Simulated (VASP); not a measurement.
Here is the system:

```
CELL_PARAMETERS angstrom
      3.72420     0.00000     0.00000
      0.00000     3.72420     0.00000
      0.00000     0.00000     3.72420
ATOMIC_POSITIONS crystal
  Cs 0.00000 0.00000 0.00000
  H  0.50000 0.50000 0.50000
```

Computed with PBEsol GGA, VASP's PBE PAW potentials (set 64) (plane waves; VASP). Settings: 400 eV cut-off, Gaussian smearing of 0.050 eV, potentials Cs_sv H.

Unless said otherwise, spin-orbit coupling is left out, though it shifts the bands of the heavy elements here.

**Question.** Give the energies of bands 5 to 8 at the high-symmetry points, in eV from the valence-band maximum.

**Answer.** 
```tsv
band	Γ	X	M	R
5	-2.13	-0.17	-1.45	0.00
6	3.19	2.58	4.46	2.49
7	3.19	4.06	6.55	2.49
8	7.68	6.16	7.02	2.49
```

The gap is direct, 2.49 eV, from the valence maximum at R to the conduction minimum at R.

The structure comes from a computed database's CsH entry (Pm-3m); how it stands against other phases isn't given here. It was relaxed first, which changed the volume by -7 %.
